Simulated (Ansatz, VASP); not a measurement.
## One calculation of Ca3BF, two programs

```
Ca B F
1.0
     5.23588    0.00000    0.00000
     0.00000    5.23588    0.00000
     0.00000    0.00000    5.23588
Ca B F
3 1 1
Direct
  0.00000 0.50000 0.50000
  0.50000 0.00000 0.50000
  0.50000 0.50000 0.00000
  0.50000 0.50000 0.50000
  0.00000 0.00000 0.00000
```

Change from the starting cell: species swapped into the Sc3SnB type (Pm-3m, No. 221).

Alike in both runs: functional PBE; k mesh 8 × 8 × 8; occupations gaussian, width 0.1 eV; no spin polarisation.

Ansatz relaxed the structure, and its values are those at the end. VASP's run is a single point on that final structure, the one shown.

|  | VASP | Ansatz |
| --- | --- | --- |
| version | VASP 6.6.1 | Ansatz 0.2.0 |
| potentials or method | VASP PAW PBE potentials, release 64 (Ca_sv, B, F) | scalar-relativistic, plane waves, PAW |
| plane-wave cutoff (eV) | 520 | 420 |
| valence electrons in the cell | 40 | 40 |

|  | VASP | Ansatz | Ansatz less VASP |
| --- | --- | --- | --- |
| gap on the k mesh at the Fermi level (eV) | none | none | - |
| pressure (GPa) | 0.1 | 0.0 | -0.02 |

A gap of «none» marks a metal or a gap that the smearing closes. The functional is the same, so the differences come from potentials, cutoffs and numerics.
